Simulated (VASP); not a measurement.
Calculation: r2SCAN meta-GGA, VASP's PBE PAW potentials (set 64) (plane waves; VASP).

VASP ran on this input.

### KPOINTS
```
Automatic mesh
0
Gamma
12 12 12
0 0 0
```

### INCAR
```
! general
SYSTEM  = Pb
PREC    = Accurate
ENCUT   = 400   ! plane-wave cut-off (eV)
LREAL   = .FALSE.   ! projection in real space or not
LASPH   = .TRUE.   ! aspherical one-centre terms

! electronic loop
EDIFF   = 1E-6   ! SCF stop (eV)
NELM    = 100   ! most electronic steps
ALGO    = Normal
LMAXMIX = 4   ! l cut-off of mixed one-centre charges
LMIXTAU = .TRUE.

! smearing
ISMEAR  = 1
SIGMA   = 0.1   ! width (eV)

! functional
METAGGA = R2SCAN

! ions
IBRION  = 2   ! conjugate gradients
NSW     = 60   ! most ionic steps
ISIF    = 3
EDIFFG  = -0.01

! output
LWAVE   = .FALSE.
LCHARG  = .FALSE.
```

**POSCAR**
```
Pb
1
   -1.9644090000     1.9644090000     1.9644090000
    1.9644090000    -1.9644090000     1.9644090000
    1.9644090000     1.9644090000    -1.9644090000
Pb
1
Direct
  0.0000000000   0.0000000000   0.0000000000
```

POTCAR, in this order: Pb_d (PBE.64 set). Program: vasp_std.

The run wrote:

OUTCAR:
```
 ion  position               nearest neighbor table
   1  0.000  0.000  0.000-
  LATTYP: Found a body centered cubic cell.
 ALAT       =     3.9288180000
 Subroutine PRICEL returns:
 Original cell was already a primitive cell.
 Subroutine GETGRP returns: Found 48 space group operations
The static configuration has the point symmetry O_h .
The dynamic configuration has the point symmetry O_h .
 Subroutine INISYM returns: Found 48 space group operations
 Subroutine IBZKPT returns following result:
 Found     72 irreducible k-points:

 Following reciprocal coordinates:
            Coordinates               Weight
  0.000000  0.000000  0.000000      1.000000
  0.083333  0.000000  0.000000     12.000000
  0.166667  0.000000  0.000000     12.000000
  0.250000  0.000000  0.000000     12.000000
  0.333333  0.000000  0.000000     12.000000
  0.416667  0.000000  0.000000     12.000000
  0.500000  0.000000  0.000000      6.000000
  0.083333  0.083333  0.000000     24.000000
  0.166667  0.083333 -0.000000     48.000000
  0.250000  0.083333  0.000000     48.000000
  0.333333  0.083333 -0.000000     48.000000
  0.416667  0.083333  0.000000     48.000000
  0.166667  0.166667  0.000000     24.000000
  0.250000  0.166667  0.000000     48.000000
  0.333333  0.166667 -0.000000     48.000000
  0.416667  0.166667  0.000000     24.000000
  0.250000  0.250000  0.000000     24.000000
  0.333333  0.250000  0.000000     48.000000
  0.333333  0.333333  0.000000      8.000000
  0.083333  0.083333  0.083333      8.000000
  0.166667  0.083333  0.083333     24.000000
  0.250000  0.083333  0.083333     24.000000
  0.333333  0.083333  0.083333     24.000000
  0.416667  0.083333  0.083333     12.000000
 -0.083333  0.083333  0.083333      6.000000
...
```

**OSZICAR**
```
       N       E                     dE             d eps       ncg     rms          rms(c)
DAV:   1     0.411003327640E+02    0.41100E+02   -0.66383E+03  1640   0.128E+03
DAV:   2    -0.553460926099E+02   -0.96446E+02   -0.94639E+02  1632   0.308E+02
DAV:   3    -0.595959501825E+02   -0.42499E+01   -0.42248E+01  1881   0.770E+01
DAV:   4    -0.596925874492E+02   -0.96637E-01   -0.96619E-01  1965   0.129E+01
DAV:   5    -0.596966341225E+02   -0.40467E-02   -0.40465E-02  2046   0.235E+00    0.106E+00
DAV:   6    -0.560487021901E+02    0.36479E+01   -0.15625E+00  1839   0.300E+01    0.715E-01
DAV:   7    -0.562176248748E+02   -0.16892E+00   -0.92022E-02  1800   0.563E+00    0.359E-01
DAV:   8    -0.561960778473E+02    0.21547E-01   -0.96700E-02  1620   0.273E+00    0.120E-01
DAV:   9    -0.562246953713E+02   -0.28618E-01   -0.13922E-02  1710   0.198E+00    0.149E-01
DAV:  10    -0.562312182118E+02   -0.65228E-02   -0.39391E-03  1728   0.681E-01    0.863E-02
DAV:  11    -0.562317808184E+02   -0.56261E-03   -0.44411E-03  1673   0.106E+00    0.171E-02
DAV:  12    -0.562322221397E+02   -0.44132E-03   -0.72722E-04  1647   0.227E-01    0.153E-02
DAV:  13    -0.562321033143E+02    0.11883E-03   -0.16723E-04  1716   0.139E-01    0.790E-03
DAV:  14    -0.562322793064E+02   -0.17599E-03   -0.12206E-04  1668   0.117E-01    0.219E-03
DAV:  15    -0.562322816630E+02   -0.23565E-05   -0.17427E-05  1845   0.431E-02    0.183E-03
DAV:  16    -0.562322823978E+02   -0.73486E-06   -0.73535E-07  1314   0.588E-03
   1 F= -.56232282E+02 E0= -.56232480E+02  d E =-.562323E+02
       N       E                     dE             d eps       ncg     rms          rms(c)
DAV:   1    -0.563506886649E+02   -0.11841E+00   -0.36799E+00  1896   0.452E+01    0.178E+00
DAV:   2    -0.562424191945E+02    0.10827E+00   -0.19766E-01  1842   0.978E+00    0.669E-01
DAV:   3    -0.562310778489E+02    0.11341E-01   -0.67262E-02  2192   0.533E+00    0.520E-02
DAV:   4    -0.562339111788E+02   -0.28333E-02   -0.11289E-03  1605   0.411E-01    0.416E-02
DAV:   5    -0.562328440044E+02    0.10672E-02   -0.12268E-03  1608   0.377E-01    0.183E-02
DAV:   6    -0.562338509892E+02   -0.10070E-02   -0.63062E-04  1611   0.293E-01    0.130E-02
DAV:   7    -0.562339854372E+02   -0.13445E-03   -0.11261E-05  2037   0.397E-02    0.106E-02
DAV:   8    -0.562341223994E+02   -0.13696E-03   -0.70092E-05  1623   0.110E-01    0.137E-03
DAV:   9    -0.562341357845E+02   -0.13385E-04   -0.87085E-06  1647   0.325E-02    0.162E-03
DAV:  10    -0.562341356907E+02    0.93801E-07   -0.53224E-08  1038   0.265E-03
   2 F= -.56234136E+02 E0= -.56234307E+02  d E =-.185329E-02
       N       E                     dE             d eps       ncg     rms          rms(c)
DAV:   1    -0.562399494661E+02   -0.58137E-02   -0.17225E-01  1893   0.943E+00    0.395E-01
DAV:   2    -0.562346619127E+02    0.52876E-02   -0.96192E-03  1836   0.221E+00    0.145E-01
DAV:   3    -0.562341338461E+02    0.52807E-03   -0.30680E-03  2158   0.115E+00    0.109E-02
DAV:   4    -0.562342896290E+02   -0.15578E-03   -0.61698E-05  1605   0.949E-02    0.853E-03
DAV:   5    -0.562342421456E+02    0.47483E-04   -0.54134E-05  1605   0.740E-02    0.399E-03
DAV:   6    -0.562342877997E+02   -0.45654E-04   -0.29227E-05  1602   0.577E-02    0.289E-03
DAV:   7    -0.562342889641E+02   -0.11644E-05   -0.30570E-07  1279   0.522E-03    0.282E-03
DAV:   8    -0.562342994849E+02   -0.10521E-04   -0.21132E-06  1620   0.162E-02    0.150E-03
DAV:   9    -0.562343008891E+02   -0.14042E-05   -0.11550E-06  1354   0.129E-02    0.940E-04
DAV:  10    -0.562343011751E+02   -0.28594E-06   -0.96117E-08   813   0.460E-03
   3 F= -.56234301E+02 E0= -.56234492E+02  d E =-.201878E-02
```

OUTCAR:
```
------------------------ aborting loop because EDIFF is reached ----------------------------------------
  FORCE on cell =-STRESS in cart. coord.  units (eV):
  Direction    XX          YY          ZZ          XY          YZ          ZX
  --------------------------------------------------------------------------------------
  Total       -0.0030692     -0.0030692     -0.0030692     -0.0000000     -0.0000000     -0.0000000
  in kB       -0.1587904     -0.1587904     -0.1587904     -0.0000000     -0.0000000     -0.0000000
  external PRESSURE =      -0.1587904 kB  Pullay stress =       0.0000000 kB
  volume of cell :       30.97
      direct lattice vectors                 reciprocal lattice vectors
    -1.978263496  1.978263496  1.978263496     0.000000000  0.252746917  0.252746917
     1.978263496 -1.978263496  1.978263496     0.252746917  0.000000000  0.252746917
     1.978263496  1.978263496 -1.978263496     0.252746917  0.252746917  0.000000000
 POSITION                                       TOTAL-FORCE (eV/Angst)
 -----------------------------------------------------------------------------------
      0.00000     -0.00000      0.00000        -0.000000      0.000000     -0.000000
 -----------------------------------------------------------------------------------
    total drift:                               -0.000000     -0.000000      0.000000
  FREE ENERGIE OF THE ION-ELECTRON SYSTEM (eV)
  ---------------------------------------------------
  free  energy   TOTEN  =       -56.2343011751 eV

  energy  without entropy=      -56.2348738483  energy(sigma->0) =      -56.23449207

 reached required accuracy - stopping structural energy minimisation
```
(Selected blocks of OUTCAR.)

**CONTCAR**
```
Pb
   1.00000000000000
    -1.9782634955112051    1.9782634955112051    1.9782634955112051
     1.9782634955112051   -1.9782634955112051    1.9782634955112051
     1.9782634955112051    1.9782634955112051   -1.9782634955112051
  Pb
     1
Direct
     0.0000000000000000    0.0000000000000000    0.0000000000000000
```

Energy and stress use the plane-wave basis of the starting cell.

The structure was generated: Pb was put into the bcc type (Im-3m), which need not be its known phase. This run relaxes it. Symmetry was kept, so distortions that lower it aren't found.
